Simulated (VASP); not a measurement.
LaIr2, 6 atoms in the cell. The structure is cubic, space group Fd-3m (No. 227). Conventional cell: a = 7.686 Å, b = 7.686 Å, c = 7.686 Å, α = 90.00°, β = 90.00°, γ = 90.00°. La (site symmetry -43m) is surrounded by 12 Ir at 3.19 Å and 4 La at 3.33 Å. Ir (site symmetry -3m) is surrounded by 6 Ir at 2.72 Å. 

```yaml
Program: VASP 6.6.1
Task: single point
Functional: PBEsol
Potentials_or_basis: VASP PAW PBE potentials, release 64 (La, Ir)
Cutoff: 520 eV
k_mesh: 5 × 5 × 5
Occupations: fermi-dirac, width 0.1 eV
Spin: no spin polarisation
Dipole_correction: no
Further_INCAR_settings: ALGO = Normal; EDIFF = 1e-07; NBANDS = 38
```

Potentials or basis: VASP PAW PBE potentials, release 64 (La, Ir).

The run is started by

```console
$ cat potpaw_PBE.64/La/POTCAR potpaw_PBE.64/Ir/POTCAR > POTCAR
$ mpirun -np 1 vasp_std > vasp.out
```

Hardware: 1 thread of Intel(R) Xeon(R) 6975P-C (Granite Rapids), with other jobs on the host.

Estimate the wall time of this run.

It took 67 s on 1 thread of Intel(R) Xeon(R) 6975P-C (Granite Rapids), with other jobs on the host, peak memory 0.26 GiB. Counts: scf iterations 19, k points 10.
